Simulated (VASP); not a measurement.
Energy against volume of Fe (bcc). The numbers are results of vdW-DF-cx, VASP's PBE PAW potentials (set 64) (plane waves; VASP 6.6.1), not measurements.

```csv
V (Å³/atom),E (eV/atom)
10.226,-6.08723
10.552,-6.11122
10.879,-6.11938
11.205,-6.11409
11.531,-6.09702
```

Question: Fit a third-order Birch-Murnaghan equation of state.

Answer: 
```json
{
 "volume_per_atom": "10.91 Å³/atom",
 "bulk_modulus": "219 GPa",
 "pressure_derivative_of_the_bulk_modulus": "3.97",
 "lattice_constant_a": "2.794 Å"
}
```

Measured: bulk modulus 174 GPa at 0 K (computed value off by +26.1 %), as given by H. Levämäki et al., Physical Review B (2014), arXiv:1402.3671 [corrected for temperature and zero-point phonon effects]; a 2.853 Å at 0 K (computed value off by -2.1 %), as given by Daniel Mejia-Rodriguez et al., Physical Review B (2018), arXiv:1807.09216 [static lattice: zero-point anharmonic expansion removed].

The compound is Fe in the bcc structure. It was relaxed first, which changed the volume by -8 %.
